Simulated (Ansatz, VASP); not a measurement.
ZrBrF: VASP beside Ansatz

```
CELL_PARAMETERS angstrom
3.86673 0.00000 0.00000
0.00000 3.86673 0.00000
0.00000 0.00000 4.99483
ATOMIC_POSITIONS crystal
Zr 0.00000 0.00000 0.00000
Br 0.00000 0.00000 0.50000
F 0.50000 0.50000 0.50000
```

Alike in both runs: functional PBE; k mesh 4 × 4 × 4; occupations gaussian, width 0.1 eV; no spin polarisation.

Ansatz relaxed the structure, and its values are those at the end. VASP's run is a single point on that final structure, the one shown.

|  | VASP | Ansatz |
| --- | --- | --- |
| version | VASP 6.6.1 | Ansatz 0.2.0 |
| potentials or method | VASP PAW PBE potentials, release 64 (Zr_sv, Br, F) | scalar-relativistic, plane waves, PAW |
| plane-wave cutoff (eV) | 520 | 420 |
| valence electrons in the cell | 26 | 26 |

|  | VASP | Ansatz | Ansatz less VASP |
| --- | --- | --- | --- |
| gap on the k mesh at the Fermi level (eV) | none | none | - |
| pressure (GPa) | -0.3 | -0.2 | +0.07 |

A gap of «none» marks a metal or a gap that the smearing closes.

Caveats: the k mesh is coarse (spacing up to 0.41 Å⁻¹), so the values aren't converged.
